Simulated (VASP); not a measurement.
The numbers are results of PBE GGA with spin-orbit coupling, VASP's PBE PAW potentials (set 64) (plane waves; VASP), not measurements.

VASP input:

INCAR:
```
SYSTEM=GdGe2
PREC=Accurate; ENCUT=300; LREAL=F
LASPH=T
EDIFF=1E-6; NELM=100; ALGO=Normal
LMAXMIX=6
ISMEAR=0; SIGMA=0.1
GGA=PE; GGA_COMPAT=F
MAGMOM=0.0 0.0 7.0 0.0 0.0 0.0 0.0 0.0 0.0
LSORBIT=T; LNONCOLLINEAR=T
ISIF=2
LWAVE=F; LCHARG=F; LORBIT=11
```

**POSCAR**
```
GdGe2
1
    4.4785580000     0.0000000000     0.0000000000
   -2.2392790000     3.8785450000     0.0000000000
    0.0000000000     0.0000000000     4.8492130000
Gd Ge
1 2
Direct
  0.0000000000   0.0000000000   0.0000000000
  0.3333330000   0.6666670000   0.5000000000
  0.6666670000   0.3333330000   0.5000000000
```

KPOINTS:
```
Automatic mesh
0
gamma
 4 4 3
```

POTCAR, in this order: Gd Ge_d (PBE.64 set). Program: vasp_ncl.

What VASP printed:

### OSZICAR
```
       N       E                     dE             d eps       ncg     rms          rms(c)
DAV:   1     0.411009409492E+03    0.41101E+03   -0.13796E+04  1236   0.287E+03
DAV:   2     0.987485444937E+02   -0.31226E+03   -0.27957E+03  1128   0.704E+02
DAV:   3    -0.554351343106E+01   -0.10429E+03   -0.99794E+02  1062   0.214E+02
DAV:   4    -0.192975955735E+02   -0.13754E+02   -0.13634E+02  1536   0.804E+01
DAV:   5    -0.203650500752E+02   -0.10675E+01   -0.10636E+01  1616   0.212E+01    0.435E+01
DAV:   6    -0.272953472969E+02   -0.69303E+01   -0.23255E+01  1504   0.549E+01    0.754E+01
DAV:   7    -0.237439389229E+02    0.35514E+01   -0.37076E+01  1266   0.545E+01    0.232E+01
DAV:   8    -0.227457214105E+02    0.99822E+00   -0.19073E+00  1390   0.210E+01    0.157E+01
DAV:   9    -0.223269102152E+02    0.41881E+00   -0.18900E+00  1454   0.178E+01    0.759E+00
DAV:  10    -0.223577736531E+02   -0.30863E-01   -0.11206E+00  1484   0.640E+00    0.797E+00
DAV:  11    -0.223955871852E+02   -0.37814E-01   -0.12943E-01  1720   0.204E+00    0.859E+00
DAV:  12    -0.223888195425E+02    0.67676E-02   -0.18591E-02  1320   0.743E-01    0.876E+00
DAV:  13    -0.223834169612E+02    0.54026E-02   -0.62699E-02  1292   0.154E+00    0.908E+00
DAV:  14    -0.223782699604E+02    0.51470E-02   -0.22913E-02  1480   0.726E-01    0.965E+00
DAV:  15    -0.223113631284E+02    0.66907E-01   -0.10704E-01  1280   0.279E+00    0.401E+00
DAV:  16    -0.223740894315E+02   -0.62726E-01   -0.35986E-02  1430   0.137E+00    0.351E+00
DAV:  17    -0.223779503522E+02   -0.38609E-02   -0.32156E-02  1448   0.128E+00    0.417E+00
DAV:  18    -0.223847429189E+02   -0.67926E-02   -0.20421E-02  1332   0.593E-01    0.288E+00
DAV:  19    -0.223858474387E+02   -0.11045E-02   -0.63074E-03  1404   0.449E-01    0.153E+00
DAV:  20    -0.223860325029E+02   -0.18506E-03   -0.18243E-03  1288   0.243E-01    0.769E-01
DAV:  21    -0.223860990282E+02   -0.66525E-04   -0.31953E-03  1210   0.218E-01    0.634E-01
DAV:  22    -0.223859888478E+02    0.11018E-03   -0.10798E-03  1262   0.172E-01    0.497E-01
DAV:  23    -0.223864086289E+02   -0.41978E-03   -0.12241E-03  1222   0.155E-01    0.216E-01
DAV:  24    -0.223865212223E+02   -0.11259E-03   -0.86911E-04  1338   0.117E-01    0.767E-02
DAV:  25    -0.223865004992E+02    0.20723E-04   -0.28443E-04  1312   0.672E-02    0.738E-02
DAV:  26    -0.223865134663E+02   -0.12967E-04   -0.13631E-04  1218   0.481E-02    0.441E-02
DAV:  27    -0.223865181981E+02   -0.47317E-05   -0.32467E-04  1150   0.670E-02    0.253E-02
DAV:  28    -0.223865050847E+02    0.13113E-04   -0.24273E-04  1058   0.561E-02    0.146E-02
DAV:  29    -0.223865028829E+02    0.22018E-05   -0.10142E-04  1064   0.369E-02    0.989E-03
DAV:  30    -0.223865006140E+02    0.22689E-05   -0.48172E-05   896   0.253E-02    0.596E-03
DAV:  31    -0.223864998377E+02    0.77630E-06   -0.25692E-05   892   0.180E-02    0.415E-03
DAV:  32    -0.223865003073E+02   -0.46961E-06   -0.19567E-05   878   0.152E-02    0.402E-03
DAV:  33    -0.223864994906E+02    0.81664E-06   -0.16460E-05   872   0.136E-02    0.266E-03
DAV:  34    -0.223864990756E+02    0.41502E-06   -0.66773E-06   872   0.907E-03
   1 F= -.22386499E+02 E0= -.22379598E+02  d E =-.138030E-01  mag=    -0.0000    -0.0000     6.9951
```

OUTCAR:
```
------------------------ aborting loop because EDIFF is reached ----------------------------------------
  FORCE on cell =-STRESS in cart. coord.  units (eV):
  Direction    XX          YY          ZZ          XY          YZ          ZX
  --------------------------------------------------------------------------------------
  Total       -3.5598333     -3.5598333     -5.9750058      0.0000014     -0.0000000      0.0000000
  in kB      -67.7114231    -67.7114231   -113.6503074      0.0000264     -0.0000000      0.0000000
  external PRESSURE =     -83.0243845 kB  Pullay stress =       0.0000000 kB
  volume of cell :       84.23
      direct lattice vectors                 reciprocal lattice vectors
     4.478558000  0.000000000  0.000000000     0.223286156  0.128914322  0.000000000
    -2.239279000  3.878545000  0.000000000     0.000000000  0.257828645  0.000000000
     0.000000000  0.000000000  4.849213000     0.000000000  0.000000000  0.206219030
 POSITION                                       TOTAL-FORCE (eV/Angst)
 -----------------------------------------------------------------------------------
      0.00000      0.00000      0.00000         0.000000      0.000000      0.000000
     -0.00000      2.58570      2.42461         0.000000     -0.000000     -0.000000
      2.23928      1.29285      2.42461        -0.000000      0.000000      0.000000
 -----------------------------------------------------------------------------------
    total drift:                                0.000000      0.000000     -0.000000
  FREE ENERGIE OF THE ION-ELECTRON SYSTEM (eV)
  ---------------------------------------------------
  free  energy   TOTEN  =       -22.3864990756 eV

  energy  without entropy=      -22.3726960463  energy(sigma->0) =      -22.37959756

 total charge

# of ion       s       p       d       f       tot
--------------------------------------------------
    1        2.016   5.583   0.372   7.168  15.138
    2        1.196   1.062  10.009   0.000  12.267
    3        1.196   1.062  10.009   0.000  12.267
--------------------------------------------------
tot          4.408   7.707  20.390   7.168  39.672

 magnetization (x)

# of ion       s       p       d       f       tot
--------------------------------------------------
    1        0.000  -0.000  -0.000   0.000  -0.000
    2        0.000   0.000  -0.000   0.000  -0.000
    3        0.000   0.000   0.000   0.000   0.000
--------------------------------------------------
tot          0.000   0.000  -0.000   0.000   0.000

 magnetization (y)

# of ion       s       p       d       f       tot
--------------------------------------------------
    1        0.000  -0.000   0.000   0.000   0.000
    2       -0.000   0.000  -0.000   0.000  -0.000
    3        0.000  -0.000   0.000   0.000   0.000
--------------------------------------------------
tot          0.000  -0.000   0.000   0.000  -0.000

 magnetization (z)

# of ion       s       p       d       f       tot
--------------------------------------------------
    1        0.001  -0.065   0.106   6.598   6.640
    2        0.004  -0.017   0.002   0.000  -0.011
    3        0.004  -0.017   0.002   0.000  -0.011
--------------------------------------------------
tot          0.009  -0.098   0.110   6.598   6.619

 Ion:    1  E_soc:     -1.2675395

 Ion:    2  E_soc:     -0.0189400

 Ion:    3  E_soc:     -0.0189400
```
(Selected blocks of OUTCAR.)

At this cut-off the stress carries a Pulay error, which pulls relaxed volumes low.

The structure was generated: GdGe2 was put into an ordered model structure, which need not be its known phase. The cell was not relaxed at this level. The k-mesh is coarse (spacing up to 0.43 per Å, 2π included), so the numbers may not be converged in it. The run is one of a series of settings (GGA_COMPAT = .FALSE., ISPIN removed, LNONCOLLINEAR = .TRUE., LSORBIT = .TRUE., MAGMOM = 0.0 0.0 7.0 0.0 0.0 0.0 0.0 0.0 0.0, program vasp_ncl against the base run), some of them coarse on purpose.
